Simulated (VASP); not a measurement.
Runs of VASP 6.6.1 on TlMoS2. Symmetry: R-3m, No. 166, trigonal system. Conventional cell: a = 3.874 Å, b = 3.874 Å, c = 21.097 Å, α = 90.00°, β = 90.00°, γ = 120.00°. Around Tl (site symmetry -3m) lie 6 S at 3.08 Å. Mo (site symmetry -3m) has 6 S at 2.64 Å as nearest neighbours. S (site symmetry 3m) is surrounded by 3 Mo at 2.64 Å. The cell comes from a database or a generator and needn't be the stable form of this composition.

```tsv
spin	U	fixed moment (μB)	gap on the mesh (eV)	pressure (GPa)	moment (μB)	largest force (eV/Å)
collinear, ferromagnetic start	Mo d U = 3 eV	3	-	-7.1	3.00	1.20
collinear, ferromagnetic start	Mo d U = 2 eV	-	(a)	-7.8	3.00	1.30
collinear, random start	Mo d U = 3 eV	-	0.54	-7.1	3.00	1.20
collinear, ferromagnetic start	Mo d U = 3 eV	-	0.54	-7.1	3.00	1.20
```

Alike in all rows: task single point; level LDA+U; potentials or basis VASP PAW LDA potentials, release 64 (Tl_d, Mo_sv, S); cell as given; k mesh 6 × 6 × 6; cutoff (eV) 520; smearing gaussian 0.05 eV.

Task: Estimate the missing entries.

Result: (a) 0.34.

Caveats: forces of over 1 eV/Å show positions far from the minimum, so gaps and moduli don't describe the material at rest; spin-orbit coupling is left out, which as a rule narrows the gap of such compounds by several tenths of an eV (some runs); the moment is held away from its start (some runs); the total moment is fixed, so each spin has its own Fermi level (some runs).

A k mesh can miss the band edges, and the runs leave out spin-orbit coupling on Mo, Tl.
